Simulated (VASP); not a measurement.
OSZICAR of a VASP run on HfB2 (AlB2 type):

**OSZICAR**
```
       N       E                     dE             d eps       ncg     rms          rms(c)
DAV:   1     0.348836182991E+02    0.34884E+02   -0.91860E+03  1680   0.141E+03
DAV:   2    -0.268043225367E+02   -0.61688E+02   -0.57782E+02  2088   0.261E+02
DAV:   3    -0.287655193848E+02   -0.19612E+01   -0.19416E+01  2244   0.353E+01
DAV:   4    -0.287796189898E+02   -0.14100E-01   -0.14087E-01  2036   0.333E+00
DAV:   5    -0.287797601091E+02   -0.14112E-03   -0.14111E-03  2160   0.279E-01    0.521E+01
DAV:   6    -0.265110289595E+02    0.22687E+01   -0.52673E+00  2004   0.151E+01    0.382E+01
DAV:   7    -0.264665229742E+02    0.44506E-01   -0.16111E+00  2088   0.878E+00    0.119E+01
DAV:   8    -0.264044573100E+02    0.62066E-01   -0.43673E-01  2000   0.466E+00    0.177E+00
DAV:   9    -0.264004503635E+02    0.40069E-02   -0.29428E-02  1984   0.135E+00    0.244E-01
DAV:  10    -0.264004134254E+02    0.36938E-04   -0.75402E-04  2032   0.243E-01    0.340E-01
DAV:  11    -0.264004153001E+02   -0.18747E-05   -0.96096E-05  2036   0.789E-02    0.173E-01
DAV:  12    -0.264004110901E+02    0.42100E-05   -0.10391E-05  2044   0.283E-02    0.220E-02
DAV:  13    -0.264004112898E+02   -0.19966E-06   -0.41789E-07  2000   0.651E-03    0.292E-03
DAV:  14    -0.264004113052E+02   -0.15406E-07   -0.73071E-09  1192   0.779E-04
   1 F= -.26400411E+02 E0= -.26400237E+02  d E =-.522762E-03
```

**Question.** Which electronic solver shows in the log?

**Answer.** It is blocked Davidson (ALGO = Normal, or the opening steps of other solvers). The INCAR had ALGO = Normal.

**Question.** Can the final energy be trusted as converged?

**Answer.** Self-consistency was reached. It stopped with EDIFF = 1E-7, NELM = 100 (PBE GGA, plane waves, VASP's PBE PAW potentials (set 64)).

The compound is HfB2 in the AlB2 type structure. It was relaxed first.
